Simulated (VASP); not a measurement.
Here is the system:

```yaml
crystal:
  lattice:
    - [1.61850, -2.80332, 0.00000]
    - [1.61850, 2.80332, 0.00000]
    - [0.00000, 0.00000, 5.14297]
  atoms:
    - { symbol: Zr, position: [0.33333, 0.66667, 0.25000] }
    - { symbol: Zr, position: [0.66667, 0.33333, 0.75000] }
```

These are r2SCAN+rVV10, VASP's PBE PAW potentials (set 64) (plane waves; VASP) values and carry that method's errors. Run with 520 eV cut-off, 15×15×8 Γ-centred mesh, tetrahedra with Blöchl corrections, potentials Zr_sv.

**Question.** Give the energies of bands 9 to 15 at the high-symmetry points, in eV from the Fermi level.

**Answer.** 
```json
[
 {"band": "9", "Γ": "-6.05", "M": "-2.72", "K": "-2.22", "A": "-4.24", "L": "-3.03", "H": "-1.48"},
 {"band": "10", "Γ": "-3.23", "M": "-2.68", "K": "-1.54", "A": "-4.24", "L": "-3.03", "H": "-1.48"},
 {"band": "11", "Γ": "0.95", "M": "-2.28", "K": "-1.54", "A": "0.01", "L": "-1.11", "H": "-1.42"},
 {"band": "12", "Γ": "0.95", "M": "-0.41", "K": "-1.28", "A": "0.01", "L": "-1.11", "H": "-1.42"},
 {"band": "13", "Γ": "1.01", "M": "0.65", "K": "0.31", "A": "0.86", "L": "1.54", "H": "-0.16"},
 {"band": "14", "Γ": "1.14", "M": "0.84", "K": "0.31", "A": "0.86", "L": "1.54", "H": "-0.16"},
 {"band": "15", "Γ": "1.70", "M": "1.57", "K": "1.97", "A": "0.86", "L": "2.38", "H": "2.23"}
]
```

It has no gap at this level: it comes out as a metal or semimetal.

The compound is Zr in the hcp structure. It was relaxed first.
